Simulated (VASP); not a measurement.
All values below come from PBE GGA, VASP's PBE PAW potentials (set 64) (plane waves; VASP).

The input files of a VASP run:

**INCAR**
```
ALGO = Normal
EDIFF = 1E-7
EDIFFG = -0.01
ENCUT = 480
GGA = PE
IBRION = 2
ISIF = 3
ISMEAR = 1
LASPH = T
LCHARG = F
LMAXMIX = 4
LREAL = F
LWAVE = F
NELM = 100
NSW = 40
PREC = Accurate
PSTRESS = 50
SIGMA = 0.1
SYSTEM = Sc
```

**KPOINTS**
```
Automatic mesh
0
Gamma
12 12 8
0 0 0
```

POSCAR:
```
Sc
1
    1.6168940028    -2.8005424634     0.0000000000
    1.6168940028     2.8005424634    -0.0000000000
    0.0000000000     0.0000000000     5.0175485104
Sc
2
Direct
  0.3333330000   0.6666670000   0.2500000000
  0.6666670000   0.3333330000   0.7500000000
```

POTCAR, in this order: Sc_sv (PBE.64 set). Program: vasp_std.

The run wrote:

File OSZICAR:
```
       N       E                     dE             d eps       ncg     rms          rms(c)
DAV:   1     0.372301277944E+03    0.37230E+03   -0.10814E+04  2858   0.150E+03
DAV:   2     0.819014426403E+01   -0.36411E+03   -0.35890E+03  3918   0.667E+02
DAV:   3    -0.133037779426E+02   -0.21494E+02   -0.20837E+02  4732   0.187E+02
DAV:   4    -0.136815399793E+02   -0.37776E+00   -0.33674E+00  4327   0.213E+01
DAV:   5    -0.136863591365E+02   -0.48192E-02   -0.48172E-02  4764   0.258E+00    0.823E+00
DAV:   6    -0.126001207889E+02    0.10862E+01   -0.24717E+00  3550   0.212E+01    0.254E+00
DAV:   7    -0.124506921727E+02    0.14943E+00   -0.64462E-01  3669   0.993E+00    0.806E-01
DAV:   8    -0.124412803933E+02    0.94118E-02   -0.21836E-02  3922   0.220E+00    0.213E-01
DAV:   9    -0.124403351664E+02    0.94523E-03   -0.53923E-03  3748   0.933E-01    0.212E-02
DAV:  10    -0.124403432394E+02   -0.80730E-05   -0.99703E-05  4757   0.155E-01    0.737E-03
DAV:  11    -0.124403383651E+02    0.48743E-05   -0.29388E-06  4533   0.264E-02    0.193E-03
DAV:  12    -0.124403403775E+02   -0.20125E-05   -0.27266E-07  3065   0.649E-03    0.982E-04
DAV:  13    -0.124403398361E+02    0.54145E-06   -0.29433E-08  2041   0.353E-03    0.972E-05
DAV:  14    -0.124403398402E+02   -0.40563E-08   -0.71735E-09  1915   0.231E-03
   1 F= -.11022247E+02 E0= -.11022609E+02  d E =-.110222E+02
```

**OUTCAR**
```
------------------------ aborting loop because EDIFF is reached ----------------------------------------
  FORCE on cell =-STRESS in cart. coord.  units (eV):
  Direction    XX          YY          ZZ          XY          YZ          ZX
  --------------------------------------------------------------------------------------
  Total        1.4158995      1.4158994      1.4158202      0.0000000     -0.0000000      0.0000000
  in kB       49.9226617     49.9226581     49.9198658      0.0000000     -0.0000000      0.0000000
  external PRESSURE =      -0.0782715 kB  Pullay stress =      50.0000000 kB
  volume of cell :       45.44
      direct lattice vectors                 reciprocal lattice vectors
     1.616894003 -2.800542463  0.000000000     0.309234866 -0.178536839  0.000000000
     1.616894003  2.800542463  0.000000000     0.309234866  0.178536839  0.000000000
     0.000000000  0.000000000  5.017548510     0.000000000  0.000000000  0.199300515
 POSITION                                       TOTAL-FORCE (eV/Angst)
 -----------------------------------------------------------------------------------
      1.61689      0.93352      1.25439        -0.000000      0.000000      0.000000
      1.61689     -0.93352      3.76316         0.000000     -0.000000      0.000000
 -----------------------------------------------------------------------------------
    total drift:                                0.000111      0.000672     -0.000015
  FREE ENERGIE OF THE ION-ELECTRON SYSTEM (eV)
  ---------------------------------------------------
  free  energy   TOTEN  =       -12.4403398402 eV

  energy  without entropy=      -12.4414262089  energy(sigma->0) =      -12.44070196
  enthalpy is  TOTEN    =       -11.0222468512 eV   P V=        1.4180929890

 reached required accuracy - stopping structural energy minimisation
```
(Selected blocks of OUTCAR.)

File OUTCAR:
```
 val. band max:        4.1625789008   @ k =   0.2500   0.1667   0.3750

 cond. band min:       4.1792587158   @ k =   0.2500   0.1667   0.2500


 Fermi energy:         4.1664677181

 k-point     1 :       0.0000    0.0000    0.0000
  band No.  band energies     occupation
      1     -45.0399      2.00000
      2     -44.9384      2.00000
      3     -23.9482      2.00000
      4     -23.4977      2.00000
      5     -23.4977      2.00000
      6     -23.4104      2.00000
      7     -23.4104      2.00000
      8     -23.3735      2.00000
      9      -1.1017      2.00000
     10       2.4273      2.00000
     11       5.0132     -0.00000
     12       5.8550     -0.00000
     13       5.8550     -0.00000
     14       6.1734      0.00000
     15       6.3663      0.00000

 k-point     2 :       0.0833   -0.0000    0.0000
  band No.  band energies     occupation
      1     -45.0354      2.00000
      2     -44.9369      2.00000
      3     -23.9362      2.00000
      4     -23.5202      2.00000
      5     -23.5056      2.00000
      6     -23.4341      2.00000
      7     -23.4130      2.00000
      8     -23.3792      2.00000
      9      -0.9394      2.00000
     10       2.5605      2.00000
     11       4.8431     -0.00000
     12       5.5677     -0.00000
     13       5.9762     -0.00000
     14       6.2559      0.00000
     15       6.3832      0.00000

 k-point     3 :       0.1667    0.0000    0.0000
  band No.  band energies     occupation
      1     -45.0226      2.00000
      2     -44.9331      2.00000
      3     -23.9021      2.00000
      4     -23.5821      2.00000
      5     -23.5264      2.00000
      6     -23.4976      2.00000
      7     -23.4210      2.00000
      8     -23.3962      2.00000
      9      -0.4701      2.00000
     10       2.9126      2.00000
     11       4.4553     -0.00034
     12       5.0811     -0.00000
     13       6.0073     -0.00000
     14       6.2767      0.00000
     15       6.3024      0.00000
...
```

The compound is Sc in the hcp structure. It was relaxed first under an external pressure of 5 GPa.
